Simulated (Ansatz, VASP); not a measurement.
**Cross-check of Al31Cu17 (Khatyrkite) between VASP and Ansatz**

Wanted: the spread between two codes on one cell, functional and k mesh. The structure shown is the end of the VASP relaxation below.

Program: Ansatz 0.2.0. Level of theory: plane waves, with VASP 6.6.1 beside it; single point at PBEsol. Results are calculated unless marked as measured.

### Step 1. Starting point

The cell holds 48 atoms: 17 Cu and 31 Al. Cell: a = 9.746 Å, b = 9.746 Å, c = 9.746 Å, α = 104.5°, β = 104.5°, γ = 120.0°. It derives from Al2Cu (Khatyrkite). Nearest the centre at fractional (0.170, 0.080, 0.250): Cu17 at 0.04 Å, Cu10 at 2.57 Å, Cu2 at 2.57 Å, Cu15 at 2.57 Å, Cu1 at 2.57 Å, Al35 at 2.60 Å, Al39 at 2.77 Å, Al33 at 2.77 Å.

### Step 2. VASP: relaxation, PBEsol

This run makes the geometry at which the two programs are then compared.

Lines of VASP's logs that name or quote its potential files are left out, and so is its time.

Contents of INCAR:

```
SYSTEM = Al31Cu17
PREC = Normal
ENCUT = 300
EDIFF = 1E-05
NELM = 120
ISMEAR = 1
SIGMA = 0.2
LREAL = Auto
ALGO = Fast
GGA = PS
NBANDS = 176
ISPIN = 2
MAGMOM = 0.6 0.6 0 0 0 0 0 0 0 0 0 0 0 0 0.6 0 0.6 0 0 0 0 0 0 0 0 0 0 0 0 0 0 0 0 0 0 0 0 0 0 0 0 0 0 0 0 0 0 0
LASPH = .TRUE.
LMAXMIX = 4
LORBIT = 11
LWAVE = .FALSE.
LCHARG = .TRUE.
KPAR = 4
NCORE = 2
IBRION = 2
NSW = 50
ISIF = 2
EDIFFG = -0.03
POTIM = 0.4
MAXMIX = 40
ISYM = 2
```

Contents of POSCAR:

```
Al31Cu17
1.0
   -5.9683189520      5.9683189520      4.8731523012
    5.9683189520     -5.9683189520      4.8731523012
    5.9683189520      5.9683189520     -4.8731523012
Cu Al
17 31
Direct
    0.1250000000      0.1250000000      0.0000000000
    0.1250000000      0.1250000000      0.5000000000
    0.1250000000      0.6250000000      0.0000000000
    0.1250000000      0.6250000000      0.5000000000
    0.6250000000      0.1250000000      0.0000000000
    0.6250000000      0.1250000000      0.5000000000
    0.6250000000      0.6250000000      0.0000000000
    0.6250000000      0.6250000000      0.5000000000
    0.3750000000      0.3750000000      0.0000000000
    0.3750000000      0.3750000000      0.5000000000
    0.3750000000      0.8750000000      0.0000000000
    0.3750000000      0.8750000000      0.5000000000
    0.8750000000      0.3750000000      0.0000000000
    0.8750000000      0.3750000000      0.5000000000
    0.8750000000      0.8750000000      0.0000000000
    0.8750000000      0.8750000000      0.5000000000
    0.1700879300      0.0799120700      0.2500000000
    0.1700879300      0.0799120700      0.7500000000
    0.1700879300      0.5799120700      0.2500000000
    0.1700879300      0.5799120700      0.7500000000
    0.6700879300      0.0799120700      0.2500000000
    0.6700879300      0.0799120700      0.7500000000
    0.6700879300      0.5799120700      0.2500000000
    0.6700879300      0.5799120700      0.7500000000
    0.4200879300      0.1700879300      0.0901758600
    0.4200879300      0.1700879300      0.5901758600
    0.4200879300      0.6700879300      0.0901758600
    0.4200879300      0.6700879300      0.5901758600
    0.9200879300      0.1700879300      0.0901758600
    0.9200879300      0.1700879300      0.5901758600
    0.9200879300      0.6700879300      0.0901758600
    0.9200879300      0.6700879300      0.5901758600
    0.3299120700      0.4200879300      0.2500000000
    0.3299120700      0.4200879300      0.7500000000
    0.3299120700      0.9200879300      0.2500000000
    0.3299120700      0.9200879300      0.7500000000
    0.8299120700      0.4200879300      0.2500000000
    0.8299120700      0.4200879300      0.7500000000
    0.8299120700      0.9200879300      0.2500000000
    0.8299120700      0.9200879300      0.7500000000
    0.0799120700      0.3299120700      0.4098241400
    0.0799120700      0.3299120700      0.9098241400
    0.0799120700      0.8299120700      0.4098241400
    0.0799120700      0.8299120700      0.9098241400
    0.5799120700      0.3299120700      0.4098241400
    0.5799120700      0.3299120700      0.9098241400
    0.5799120700      0.8299120700      0.4098241400
    0.5799120700      0.8299120700      0.9098241400
```

Contents of KPOINTS:

```
Automatic mesh
0
Gamma
3 3 3
0 0 0
```

Potentials, in the order of the species: Cu and Al (PBE family, release 64).

Launch:

```sh
$ mpirun -np 8 vasp_std
```

Numbers of over 12 decimals in the logs are rounded to 6 here.

The program printed:

```text
[banner, memory and clock lines left out]
running    8 mpi-ranks, on    1 nodes
[...]
|                                                                             |
|               ----> ADVICE to this user running VASP <----                  |
|                                                                             |
|     You enforced a specific xc type in the INCAR file but a different       |
|     [... a line on the potential file left out ...]
|     I HOPE YOU KNOW WHAT YOU ARE DOING!                                     |
|                                                                             |

 LDA part: xc-table for (Slater+PW92), standard interpolation
 POSCAR, INCAR and KPOINTS ok, starting setup
[...]
entering main loop
       N       E                     dE             d eps       ncg     rms          rms(c)
DAV:   1     0.176492668892E+04    0.17649E+04   -0.72792E+04  9896   0.116E+03
DAV:   2    -0.267869567530E+02   -0.17917E+04   -0.17326E+04  9864   0.329E+02
[...]
RMM:  20    -0.207905325143E+03   -0.15865E-05   -0.22096E-05  6275   0.196E-02
   1 F= -.20790533E+03 E0= -.20790675E+03  d E =-.207905E+03  mag=     0.0001
[... from here on, the cycles between the ionic steps are left out ...]
   2 F= -.20792119E+03 E0= -.20792275E+03  d E =-.158601E-01  mag=     0.0005
   3 F= -.20794616E+03 E0= -.20794813E+03  d E =-.408320E-01  mag=     0.0003
   5 F= -.20795339E+03 E0= -.20795537E+03  d E =-.647392E-02  mag=    -0.0000
   6 F= -.20795695E+03 E0= -.20795883E+03  d E =-.100342E-01  mag=    -0.0000
   7 F= -.20795738E+03 E0= -.20795921E+03  d E =-.104642E-01  mag=    -0.0000
   8 F= -.20796202E+03 E0= -.20796363E+03  d E =-.464127E-02  mag=     0.0001
   9 F= -.20796269E+03 E0= -.20796421E+03  d E =-.530813E-02  mag=     0.0001
  10 F= -.20796241E+03 E0= -.20796375E+03  d E =-.502614E-02  mag=    -0.0000
  11 F= -.20796263E+03 E0= -.20796410E+03  d E =-.524680E-02  mag=    -0.0000
  12 F= -.20796449E+03 E0= -.20796591E+03  d E =-.185690E-02  mag=    -0.0000
  13 F= -.20796478E+03 E0= -.20796617E+03  d E =-.214661E-02  mag=    -0.0001
  14 F= -.20796578E+03 E0= -.20796717E+03  d E =-.100244E-02  mag=    -0.0002
  15 F= -.20796594E+03 E0= -.20796732E+03  d E =-.116084E-02  mag=     0.0000
[...]
reached required accuracy - stopping structural energy minimisation
```

Parts of OUTCAR (step 2):

```text
  Total       -3.3895234     -3.4213698    -16.2305396      1.0994821     -0.0149569     -0.0160284
  in kB       -7.8212324     -7.8947171    -37.4515259      2.5370249     -0.0345127     -0.0369850
  external PRESSURE =     -17.7224918 kB  Pullay stress =       0.0000000 kB

 POSITION                                       TOTAL-FORCE (eV/Angst)
 -----------------------------------------------------------------------------------
      5.94531      5.94861     -3.66117         0.004589      0.003033      0.004320
      3.00345      3.00723     -1.21178        -0.001068     -0.003819     -0.000156
      2.99566     -2.97476      3.65616         0.003176     -0.004069      0.006358
      5.96551     -0.00583      1.21950        -0.002001      0.002386     -0.003213
     -2.97803      2.98626      3.65427        -0.001592      0.004924      0.008134
     -0.00964      5.95686      1.21745         0.004720     -0.003682     -0.001461
      0.00668      0.00983      6.09652        -0.004320     -0.004699     -0.010885
      2.97429      2.97731      3.65038         0.004882      0.004061      0.012548
      0.00661      0.00966      3.64985        -0.004516     -0.004348      0.010952
      3.00336      3.00720      1.21160        -0.000996     -0.003763      0.000304
      2.99569     -2.97473      6.08991         0.003340     -0.004121     -0.006343
      5.95864     -0.01151      3.65592         0.004407     -0.003656      0.001161
     -2.97801      2.98620      6.09182        -0.001847      0.004994     -0.007806
     -0.00278      5.96247      3.65383        -0.001931      0.002424      0.003459
[...]
-----------------------------------------------------------------------------------
    total drift:                               -0.008323     -0.005606     -0.002115

  FREE ENERGIE OF THE ION-ELECTRON SYSTEM (eV)
  ---------------------------------------------------
  free  energy   TOTEN  =      -207.9659362432 eV

  energy  without entropy=     -207.9700891334  energy(sigma->0) =     -207.96732054

 reached required accuracy - stopping structural energy minimisation

 magnetization (x)
# of ion       s       p       d       tot
------------------------------------------
    1       -0.000  -0.000   0.000   0.000
    2        0.000  -0.000   0.000   0.000
    3       -0.000  -0.000   0.000  -0.000
    4       -0.000  -0.000   0.000   0.000
    5       -0.000  -0.000   0.000   0.000
    6       -0.000  -0.000   0.000   0.000
    7       -0.000  -0.000   0.000   0.000
    8       -0.000  -0.000   0.000   0.000
    9       -0.000  -0.000   0.000  -0.000
   10       -0.000  -0.000   0.000   0.000
   11       -0.000  -0.000   0.000   0.000
   12       -0.000  -0.000   0.000   0.000
   13       -0.000  -0.000   0.000  -0.000
[...]
--------------------------------------------------
tot         -0.000  -0.000   0.000   0.000

[... 1 further part left out ...]
```

(Part 1 of 2 ends here.)

[Lines on the potential files, build, host, timing and source positions are cut from VASP's logs without a mark.]

[Logs are printed without paths, hosts, clocks, repeated set-up lines and the standing remarks that a program may print on its own settings, such as how far it seeks lower states.]

[Hosts, paths, dates, database ids (printed as entryN), source tags and the programs' standing remarks are cut or masked in the printed files.]
